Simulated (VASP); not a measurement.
VASP ran on this input.

### INCAR
```
ALGO  =  Normal
EDIFF  =  1E-6
EDIFFG  =  -0.02
ENCUT  =  520
GGA  =  PS
IBRION  =  2
ISIF  =  3
ISMEAR  =  0
LASPH  =  .TRUE.
LCHARG  =  .FALSE.
LMAXMIX  =  4
LREAL  =  .FALSE.
LWAVE  =  .FALSE.
NELM  =  100
NSW  =  60
PREC  =  Accurate
SIGMA  =  0.05
SYSTEM  =  SrO
```

POSCAR:
```
SrO
1.0
  3.5415820105   0.0000000000   0.0000000000
 -1.7707910052   3.0670996638   0.0000000000
  0.0000000000   0.0000000000   6.2274628368
Sr O
2 2
Cartesian
  3.5415820105   0.0000000000   0.0000000000
  1.7707910053   3.0670996638   3.1137314184
 -0.0000017708   2.0447341316   1.5568657092
  1.7707927761   1.0223655322   4.6705971276
```

### KPOINTS
```
Automatic mesh
0
gamma
 7 7 4
```

POTCAR, in this order: Sr_sv O (PBE.64 set). Program: vasp_std.

Problem. Write an equivalent input for Ansatz.

Solution. One equivalent input (not run):
Ansatz 0.2 input:
```yaml
crystal:
  lattice:
    - [3.5415820, 0.0000000, 0.0000000]
    - [-1.7707910, 3.0670997, 0.0000000]
    - [0.0000000, 0.0000000, 6.2274628]
  atoms:
    - { symbol: Sr, position: [1.0000000, 0.0000000, 0.0000000] }
    - { symbol: Sr, position: [1.0000000, 1.0000000, 0.5000000] }
    - { symbol: O, position: [0.3333330, 0.6666670, 0.2500000] }
    - { symbol: O, position: [0.6666670, 0.3333330, 0.7500000] }
kpoints:
  mp_grid: { grid: [7, 7, 4] }
hamiltonian:
  xc: pbesol
  pseudopotentials: { kind: paw }
scf:
  occupations: { method: gaussian, width: 0.05 }
  max_iter: 100
relax:
  max_steps: 60
  f_tol: 0.02
  cell: {}
output: { forces: true, stress: true, eigenvalues: true }
```
Limits of the translation: each code has its own PAW files, so the cut-off isn't converted (ENCUT is set for VASP's; basis.ecutwfc is left out, and Ansatz then takes the one that its files recommend); Ansatz stops its SCF on the density residual and VASP on the energy change (EDIFF).

The structure was generated: SrO was put into the NiAs type type (P6_3/mmc), which need not be its known phase. This run relaxes it. Symmetry was kept, so distortions that lower it aren't found. The start is the result of an earlier pass.
